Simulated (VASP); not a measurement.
Calculation: vdW-DF2, VASP's PBE PAW potentials (set 64) (plane waves; VASP).

VASP ran on this input.

File KPOINTS:
```
Automatic mesh
0
Gamma
13 13 7
0 0 0
```

INCAR:
```
AGGAC=0.0
ALGO=Normal
EDIFF=1E-7
EDIFFG=-0.01
ENCUT=520
GGA=ML
IBRION=2
ISIF=4
ISMEAR=1
LASPH=T
LCHARG=F
LREAL=F
LUSE_VDW=T
LWAVE=F
NELM=100
NSW=30
PREC=Accurate
SIGMA=0.1
SYSTEM=Mg
ZAB_VDW=-1.8867
```

### POSCAR
```
Mg
1.0
  1.6057259029  -2.7811993013   0.0000000000
  1.6057259029   2.7811993013   0.0000000000
  0.0000000000   0.0000000000   5.1084326113
Mg
2
Cartesian
  1.6057259029   0.9270682879   1.2771081528
  1.6057259029  -0.9270682879   3.8313244585
```

POTCAR, in this order: Mg (PBE.64 set). Program: vasp_std.

The run wrote:

### OUTCAR
```
 ion  position               nearest neighbor table
   1  0.333  0.667  0.250-   2 3.16   2 3.16   2 3.16   2 3.16   2 3.16   2 3.16
   2  0.667  0.333  0.750-   1 3.16   1 3.16   1 3.16   1 3.16   1 3.16   1 3.16
  LATTYP: Found a hexagonal cell.
 ALAT       =     3.2114521994
 C/A-ratio  =     1.5906924015
 Subroutine PRICEL returns:
 Original cell was already a primitive cell.
 Subroutine GETGRP returns: Found 24 space group operations
The static configuration has the point symmetry D_3d.
 The point group associated with its full space group is D_6h.
The dynamic configuration has the point symmetry D_3d.
 Subroutine INISYM returns: Found 24 space group operations
 Subroutine IBZKPT returns following result:
 Found     84 irreducible k-points:

 Following reciprocal coordinates:
            Coordinates               Weight
  0.000000  0.000000  0.000000      1.000000
  0.076923 -0.000000  0.000000      6.000000
  0.153846  0.000000  0.000000      6.000000
  0.230769  0.000000  0.000000      6.000000
  0.307692  0.000000  0.000000      6.000000
  0.384615 -0.000000  0.000000      6.000000
  0.461538 -0.000000  0.000000      6.000000
  0.076923  0.076923  0.000000      6.000000
  0.153846  0.076923  0.000000     12.000000
  0.230769  0.076923  0.000000     12.000000
  0.307692  0.076923  0.000000     12.000000
  0.384615  0.076923  0.000000     12.000000
  0.461538  0.076923  0.000000      6.000000
  0.153846  0.153846  0.000000      6.000000
  0.230769  0.153846  0.000000     12.000000
  0.307692  0.153846  0.000000     12.000000
  0.384615  0.153846  0.000000     12.000000
  0.230769  0.230769  0.000000      6.000000
  0.307692  0.230769  0.000000     12.000000
  0.384615  0.230769  0.000000      6.000000
  0.307692  0.307692  0.000000      6.000000
  0.000000  0.000000  0.142857      2.000000
  0.076923 -0.000000  0.142857     12.000000
  0.153846  0.000000  0.142857     12.000000
  0.230769  0.000000  0.142857     12.000000
  0.307692  0.000000  0.142857     12.000000
  0.384615 -0.000000  0.142857     12.000000
  0.461538 -0.000000  0.142857     12.000000
  0.076923  0.076923  0.142857     12.000000
  0.153846  0.076923  0.142857     24.000000
  0.230769  0.076923  0.142857     24.000000
  0.307692  0.076923  0.142857     24.000000
  0.384615  0.076923  0.142857     24.000000
  0.461538  0.076923  0.142857     12.000000
  0.153846  0.153846  0.142857     12.000000
  0.230769  0.153846  0.142857     24.000000
  0.307692  0.153846  0.142857     24.000000
  0.384615  0.153846  0.142857     24.000000
  0.230769  0.230769  0.142857     12.000000
  0.307692  0.230769  0.142857     24.000000
   k-points           NKPTS =     84   k-points in BZ     NKDIM =     84   number of bands    NBANDS=      6
   number of dos      NEDOS =    301   number of ions     NIONS =      2
   total plane-waves  NPLWV =  23040
   dimension x,y,z NGX =    24 NGY =   24 NGZ =   40
   dimension x,y,z NGXF=    48 NGYF=   48 NGZF=   80
   ions per type =               2
   PREC   = accura    normal or accurate (medium, high low for compatibility)
   ISTART =      0    job   : 0-new  1-cont  2-samecut
   ICHARG =      2    charge: 1-file 2-atom 10-const
   ISPIN  =      1    spin polarized calculation?
   LNONCOLLINEAR =      F non collinear calculations
   LSORBIT =      F    spin-orbit coupling
   INIWAV =      1    electr: 0-lowe 1-rand  2-diag
   ENCUT  =  520.0 eV  38.22 Ry    6.18 a.u.   5.97  5.97  9.50*2*pi/ulx,y,z
   NELM   =    100;   NELMIN=  2; NELMDL= -5     # of ELM steps
   EDIFF  = 0.1E-06   stopping-criterion for ELM
   LREAL  =      F    real-space projection
...
```

File OSZICAR:
```
       N       E                     dE             d eps       ncg     rms          rms(c)
DAV:   1     0.393046684637E+01    0.39305E+01   -0.13522E+03  1008   0.480E+02
DAV:   2     0.709978718048E+00   -0.32205E+01   -0.31182E+01  1356   0.300E+01
DAV:   3     0.683774626899E+00   -0.26204E-01   -0.23871E-01  1482   0.342E+00
DAV:   4     0.683714048767E+00   -0.60578E-04   -0.60563E-04  1428   0.150E-01
DAV:   5     0.683713881823E+00   -0.16694E-06   -0.16686E-06  1422   0.686E-03    0.752E-01
DAV:   6     0.661040948026E+00   -0.22673E-01   -0.10708E-02  1230   0.935E-01    0.511E-01
DAV:   7     0.646231208530E+00   -0.14810E-01   -0.24147E-02  1146   0.155E+00    0.567E-02
DAV:   8     0.646330041665E+00    0.98833E-04   -0.12657E-04  1338   0.120E-01    0.187E-02
DAV:   9     0.646317144717E+00   -0.12897E-04   -0.35056E-05  1338   0.720E-02    0.238E-03
DAV:  10     0.646316143820E+00   -0.10009E-05   -0.77784E-07  1356   0.101E-02    0.160E-03
DAV:  11     0.646315984449E+00   -0.15937E-06   -0.38661E-07  1302   0.530E-03    0.208E-04
DAV:  12     0.646316005572E+00    0.21123E-07   -0.20860E-09   738   0.623E-04
   1 F= 0.64631601E+00 E0= 0.64699362E+00  d E =0.646316E+00
       N       E                     dE             d eps       ncg     rms          rms(c)
DAV:   1     0.645972297488E+00   -0.34369E-03   -0.91451E-04  1398   0.165E-01    0.107E-02
DAV:   2     0.645969789136E+00   -0.25084E-05   -0.51606E-06  1212   0.185E-02    0.717E-03
DAV:   3     0.645968045434E+00   -0.17437E-05   -0.27927E-06  1212   0.185E-02    0.210E-04
DAV:   4     0.645968037919E+00   -0.75149E-08   -0.51921E-09   984   0.713E-04
   2 F= 0.64596804E+00 E0= 0.64669228E+00  d E =-.347968E-03
       N       E                     dE             d eps       ncg     rms          rms(c)
DAV:   1     0.645800543077E+00   -0.16750E-03   -0.19706E-03  1392   0.241E-01    0.162E-02
DAV:   2     0.645795055024E+00   -0.54881E-05   -0.11196E-05  1164   0.272E-02    0.109E-02
DAV:   3     0.645791177765E+00   -0.38773E-05   -0.61643E-06  1212   0.276E-02    0.320E-04
DAV:   4     0.645791162880E+00   -0.14885E-07   -0.10974E-08  1092   0.103E-03
   3 F= 0.64579116E+00 E0= 0.64654057E+00  d E =-.524843E-03
```

OUTCAR:
```
------------------------ aborting loop because EDIFF is reached ----------------------------------------
  FORCE on cell =-STRESS in cart. coord.  units (eV):
  Direction    XX          YY          ZZ          XY          YZ          ZX
  --------------------------------------------------------------------------------------
  Total        0.0272177      0.0272177      0.0325442      0.0000000      0.0000000     -0.0000000
  in kB        0.9557435      0.9557438      1.1427793      0.0000000      0.0000000     -0.0000000
  external PRESSURE =       1.0180889 kB  Pullay stress =       0.0000000 kB
  volume of cell :       45.63
      direct lattice vectors                 reciprocal lattice vectors
     1.600411651 -2.771994744 -0.000000000     0.312419620 -0.180375522  0.000000000
     1.600411651  2.771994744  0.000000000     0.312419620  0.180375522  0.000000000
     0.000000000  0.000000000  5.142414583     0.000000000 -0.000000000  0.194461178
 POSITION                                       TOTAL-FORCE (eV/Angst)
 -----------------------------------------------------------------------------------
      1.60041      0.92400      1.28560         0.000000     -0.000000     -0.000000
      1.60041     -0.92400      3.85681        -0.000000      0.000000      0.000000
 -----------------------------------------------------------------------------------
    total drift:                                0.000000     -0.000005      0.000001
  FREE ENERGIE OF THE ION-ELECTRON SYSTEM (eV)
  ---------------------------------------------------
  free  energy   TOTEN  =         0.6457911629 eV

  energy  without entropy=        0.6480393801  energy(sigma->0) =        0.64654057

 reached required accuracy - stopping structural energy minimisation
```
(Selected blocks of OUTCAR.)

**CONTCAR**
```
Mg
   1.00000000000000
     1.6004116509858808   -2.7719947444530422   -0.0000000000000000
     1.6004116509858808    2.7719947444530422    0.0000000000000000
     0.0000000000000000    0.0000000000000000    5.1424145829254302
  Mg
     2
Direct
     0.3333330000000032    0.6666669999999968    0.2500000000000000
     0.6666669999999968    0.3333330000000032    0.7500000000000000
```

The compound is Mg in the hcp structure. This run relaxes it. Symmetry was kept, so distortions that lower it aren't found.
